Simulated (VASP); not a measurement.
A VASP calculation is set up with these files.

### POSCAR
```
SnO2
1.0
  4.6810736152   0.0000000000   0.0000000000
  0.0000000000   4.6810736152   0.0000000000
  0.0000000000   0.0000000000   3.1638748572
Sn O
2 4
direct
  0.0000000000   0.0000000000   0.0000000000
  0.5000000000   0.5000000000   0.5000000000
  0.3059836945   0.3059836945   0.0000000000
  0.8059836945   0.1940163055   0.5000000000
  0.1940163055   0.8059836945   0.5000000000
  0.6940163055   0.6940163055   0.0000000000
```

**KPOINTS**
```
Automatic mesh
0
Gamma
5 5 7
0 0 0
```

INCAR:
```
! general
SYSTEM  = SnO2
PREC    = Accurate
ENCUT   = 520
LREAL   = .FALSE.
LASPH   = .TRUE.

! electronic loop
EDIFF   = 1E-7
NELM    = 100
ALGO    = Normal
LMAXMIX = 4

! smearing
ISMEAR  = 0
SIGMA   = 0.05

! ions
IBRION  = 2
NSW     = 30
ISIF    = 4
EDIFFG  = -0.01

! output
LWAVE   = .FALSE.
LCHARG  = .FALSE.
```

POTCAR, in this order: Sn_d O (LDA.64 set). Program: vasp_std.

Problem. Translate this LDA calculation to Quantum ESPRESSO's pw.x.

Solution. One equivalent input (not run):
```
&CONTROL
  calculation = 'vc-relax'
  pseudo_dir = './pseudo'
  outdir = './out'
  tprnfor = .true.
  tstress = .true.
  nstep = 30
  forc_conv_thr = 0.00039
/
&SYSTEM
  ibrav = 0
  nat = 6
  ntyp = 2
  ecutwfc = 84
  occupations = 'smearing'
  smearing = 'gaussian'
  degauss = 0.003675
  input_dft = 'pz'
/
&ELECTRONS
  conv_thr = 7.3e-09
  electron_maxstep = 100
/
&IONS
/
&CELL
  cell_dofree = 'shape'
/
ATOMIC_SPECIES
  Sn 118.710 Sn.upf
  O 15.999 O.upf
CELL_PARAMETERS angstrom
     4.6810736    0.0000000    0.0000000
     0.0000000    4.6810736    0.0000000
     0.0000000    0.0000000    3.1638749
ATOMIC_POSITIONS crystal
  Sn   0.0000000  0.0000000  0.0000000
  Sn   0.5000000  0.5000000  0.5000000
  O    0.3059837  0.3059837  0.0000000
  O    0.8059837  0.1940163  0.5000000
  O    0.1940163  0.8059837  0.5000000
  O    0.6940163  0.6940163  0.0000000
K_POINTS automatic
  5 5 7 0 0 0
```
Limits of the translation: the potentials are each code's own (VASP's PAW set, PseudoDojo norm-conserving files in pw.x), so ENCUT and ecutwfc are chosen apart and not converted; conv_thr bounds pw.x's estimated SCF error, while EDIFF bounds the energy change between steps; forc_conv_thr acts on force components and is met together with etot_conv_thr.

The compound is SnO2 in the rutile structure. This cell is one point of a volume scan, at 0.97 of the reference volume. Symmetry was kept, so distortions that lower it aren't found.
